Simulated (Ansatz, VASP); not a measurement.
**Mg2CdSe3: VASP beside Ansatz**

```xyz
6
Lattice="3.9535 0.0000 0.0000 -1.9768 3.4239 0.0000 0.0000 0.0000 9.6858" Properties=species:S:1:pos:R:3 pbc="T T T"
Mg    0.0000    2.2826    6.4198
Mg    1.9768    1.1413    3.2660
Cd    0.0000    0.0000    0.0000
Se    0.0000    0.0000    4.8429
Se    0.0000    2.2826    1.7029
Se    1.9768    1.1413    7.9829
```

Alike in both runs: task single point; functional PBE; k mesh 6 × 6 × 2; occupations gaussian, width 0.1 eV; no spin polarisation.

```csv
,VASP,Ansatz
version,VASP 6.6.1,Ansatz 0.2.0
potentials or method,"VASP PAW PBE potentials, release 64 (Mg, Cd, Se)","scalar-relativistic, plane waves, PAW"
plane-wave cutoff (eV),520,420
valence electrons in the cell,34,88
```

Ansatz gave:

| Property | Result |
| --- | --- |
| gap on the k mesh at the Fermi level (eV) | 0.87 |
| least direct gap on the mesh (eV) | 1.52 |
| pressure (GPa) | 0.0 |
| rms of the force components (eV/Å) | 0.001 |

Q: What did VASP give for the same quantities?

A: gap on the k mesh at the Fermi level (eV): 0.86; least direct gap on the mesh (eV): 1.51; pressure (GPa): 0.0; rms of the force components (eV/Å): 0.014.

Atom by atom the forces differ by 0.013 eV/Å (rms over components). The two sets of potentials don't hold the same shells in valence.

A k mesh can miss the band edges. PBE gaps usually lie below the measured ones, often by a third to a half.
